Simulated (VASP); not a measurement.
Input:

```yaml
crystal:
  lattice:
    - [0.00000, 2.15842, 2.15842]
    - [2.15842, 0.00000, 2.15842]
    - [2.15842, 2.15842, 0.00000]
  atoms:
    - { symbol: Ga, position: [0.00000, 0.00000, 0.00000] }
    - { symbol: N, position: [0.25000, 0.25000, 0.25000] }
```

Level of theory: PBEsol GGA, VASP's PBE PAW potentials (set 64) (plane waves; VASP 6.6.1). Run with 620 eV cut-off, 11×11×11 Γ-centred mesh, Gaussian smearing of 0.050 eV, potentials Ga_d N.

Problem. Estimate the energy per atom (σ→0), pressure, band gap (on the k-mesh) with the smallest direct gap where there is one.

Solution. 
The band gap (on the k-mesh) comes out as 2.51 eV and the smallest direct gap (on the k-mesh) is 2.51 eV. The energy per atom (σ→0) is -6.452 eV/atom. The pressure is 29.69 GPa.

Total energies compare only between runs with the same potentials, cut-off and functional.

The compound is GaN in the zinc blende structure, a metastable form; wurtzite is the usual one. It was relaxed first under an external pressure of 30 GPa.
